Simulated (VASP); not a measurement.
An input for Ansatz (written as the equivalent of a VASP run, and not itself run):

Ansatz 0.2 input:
```yaml
crystal:
  lattice:
    - [3.1852960, 0.0000000, 0.0000000]
    - [-1.5926480, 2.7585480, 0.0000000]
    - [0.0000000, 0.0000000, 10.2487130]
  atoms:
    - { symbol: Zr, position: [0.0000000, 0.0000000, 0.0000000] }
    - { symbol: Zr, position: [0.0000000, 0.0000000, 0.5000000] }
    - { symbol: Zr, position: [0.3333330, 0.6666670, 0.2500000] }
    - { symbol: Zr, position: [0.6666670, 0.3333330, 0.7500000] }
kpoints:
  mp_grid: { grid: [8, 8, 3] }
hamiltonian:
  xc: lda
  pseudopotentials: { kind: paw }
scf:
  occupations: { method: gaussian, width: 0.03 }
  max_iter: 100
output: { forces: true, stress: true, eigenvalues: true }
```

Q: Write the VASP files for the same calculation (LDA).

A: One answer among several that fit: 
**KPOINTS**
```
Automatic mesh
0
Gamma
8 8 3
0 0 0
```

INCAR:
```
ISIF=2   ! forces and stress, cell fixed
ISMEAR=0   ! Gaussian
ENCUT=300
LASPH=.TRUE.   ! aspherical one-centre terms
SYSTEM=Zr
LMAXMIX=4   ! l cut-off of mixed one-centre charges
LCHARG=.FALSE.
LREAL=.FALSE.   ! projection in real space or not
SIGMA=0.03   ! width (eV)
NELM=100
PREC=Accurate
ALGO=Normal
EDIFF=1E-6
LWAVE=.FALSE.
```

### POSCAR
```
Zr
20.4974260
  0.1553998048   0.0000000000   0.0000000000
 -0.0776999024   0.1345802151   0.0000000000
  0.0000000000   0.0000000000   0.5000000000
Zr
4
Cart
  0.0000000000   0.0000000000   0.0000000000
  0.0000000000   0.0000000000   0.2500000000
 -0.0000000777   0.0897201883   0.1250000000
  0.0776999801   0.0448600268   0.3750000000
```

POTCAR, in this order: Zr_sv (LDA.64 set). Program: vasp_std.

Limits of the translation: each code has its own PAW files, so the cut-off isn't converted (ENCUT is set for VASP's; basis.ecutwfc is left out, and Ansatz then takes the one that its files recommend); Ansatz stops its SCF on the density residual and VASP on the energy change (EDIFF); Ansatz's lda is the Perdew-Wang form, while the LDA potentials of VASP carry Perdew-Zunger's.

The structure was generated: Zr was put into an ordered model structure, which need not be its known phase. The cell was not relaxed at this level. The run is one of a series of settings (SIGMA = 0.03, KPOINTS 8×8×3 Γ-centred mesh against the base run), some of them coarse on purpose.
